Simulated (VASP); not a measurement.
Consider the following.

```yaml
crystal:
  lattice:
    - [0.00000, 2.91236, 2.91236]
    - [2.91236, 0.00000, 2.91236]
    - [2.91236, 2.91236, 0.00000]
  atoms:
    - { symbol: Pb, position: [0.00000, 0.00000, 0.00000] }
    - { symbol: S, position: [0.50000, 0.50000, 0.50000] }
```

The numbers are results of r2SCAN+rVV10, VASP's PBE PAW potentials (set 64) (plane waves; VASP), not measurements. Run with 520 eV cut-off, 8×8×8 Γ-centred mesh, Gaussian smearing of 0.050 eV, potentials Pb_d S.

Problem. Give the stress tensor in GPa (positive for a compressed cell).

Solution. 
```
4.24  0.00  0.00
0.00  4.24  0.00
0.00  0.00  4.24
```
The pressure is its mean diagonal, 4.24 GPa.

The compound is PbS in the rock salt structure. This cell is one point of a volume scan, at 0.94 of the reference volume.
